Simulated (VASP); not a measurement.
OSZICAR of a VASP run on Tc (hcp):

### OSZICAR
```
       N       E                     dE             d eps       ncg     rms          rms(c)
DAV:   1     0.313566653642E+03    0.31357E+03   -0.16933E+04  4614   0.163E+03
DAV:   2    -0.140614455709E+02   -0.32763E+03   -0.32437E+03  5105   0.461E+02
DAV:   3    -0.219468476370E+02   -0.78854E+01   -0.77060E+01  5451   0.824E+01
DAV:   4    -0.220129875925E+02   -0.66140E-01   -0.65852E-01  5093   0.762E+00
DAV:   5    -0.220135996577E+02   -0.61207E-03   -0.61189E-03  5079   0.678E-01    0.255E+01
DAV:   6    -0.207916106322E+02    0.12220E+01   -0.28105E+00  4863   0.170E+01    0.854E+00
DAV:   7    -0.206336762522E+02    0.15793E+00   -0.58768E-01  5174   0.708E+00    0.103E+00
DAV:   8    -0.206239565057E+02    0.97197E-02   -0.12324E-02  4717   0.120E+00    0.538E-02
DAV:   9    -0.206240158151E+02   -0.59309E-04   -0.16235E-04  5241   0.120E-01    0.182E-02
DAV:  10    -0.206240089887E+02    0.68264E-05   -0.94919E-06  4844   0.294E-02    0.802E-03
DAV:  11    -0.206240087696E+02    0.21912E-06   -0.57264E-07  4809   0.796E-03    0.222E-03
DAV:  12    -0.206240077354E+02    0.10342E-05   -0.81696E-08  2380   0.238E-03    0.204E-04
DAV:  13    -0.206240077391E+02   -0.36234E-08   -0.82399E-09  2317   0.758E-04
   1 F= -.21886279E+02 E0= -.21886324E+02  d E =-.218863E+02
       N       E                     dE             d eps       ncg     rms          rms(c)
DAV:   1    -0.206267042793E+02   -0.26965E-02   -0.12831E-01  4598   0.311E+00    0.298E-01
DAV:   2    -0.206245289841E+02    0.21753E-02   -0.35996E-03  4950   0.534E-01    0.132E-01
DAV:   3    -0.206240273041E+02    0.50168E-03   -0.17425E-03  5488   0.300E-01    0.190E-02
DAV:   4    -0.206240303894E+02   -0.30854E-05   -0.33755E-05  4671   0.614E-02    0.534E-03
DAV:   5    -0.206240301845E+02    0.20494E-06   -0.17928E-06  4937   0.925E-03    0.187E-03
DAV:   6    -0.206240302988E+02   -0.11432E-06   -0.11094E-07  2800   0.275E-03    0.555E-04
DAV:   7    -0.206240302959E+02    0.29427E-08   -0.10876E-08  2296   0.890E-04
   2 F= -.21886309E+02 E0= -.21886343E+02  d E =-.301006E-04
       N       E                     dE             d eps       ncg     rms          rms(c)
DAV:   1    -0.206246825812E+02   -0.65228E-03   -0.27560E-02  4598   0.144E+00    0.138E-01
DAV:   2    -0.206242183280E+02    0.46425E-03   -0.77383E-04  4934   0.246E-01    0.612E-02
DAV:   3    -0.206241091754E+02    0.10915E-03   -0.38029E-04  5471   0.139E-01    0.882E-03
DAV:   4    -0.206241097748E+02   -0.59945E-06   -0.75585E-06  4668   0.290E-02    0.259E-03
DAV:   5    -0.206241096352E+02    0.13960E-06   -0.43306E-07  4328   0.462E-03    0.842E-04
DAV:   6    -0.206241096137E+02    0.21536E-07   -0.32900E-08  2298   0.156E-03
   3 F= -.21886382E+02 E0= -.21886426E+02  d E =-.103343E-03
```

Question: Which electronic solver shows in the log?

Answer: It is blocked Davidson (ALGO = Normal, or the opening steps of other solvers). The INCAR had ALGO = Normal.

Question: Can the final energy be trusted as converged?

Answer: Self-consistency was reached. It stopped with EDIFF = 1E-7, NELM = 100, NSW = 30 and EDIFFG = -0.01 after 3 ionic steps (PBE GGA with D4 dispersion, plane waves, VASP's PBE PAW potentials (set 64)).

The compound is Tc in the hcp structure. This cell is one point of a volume scan, at 0.97 of the reference volume. Symmetry was kept, so distortions that lower it aren't found.
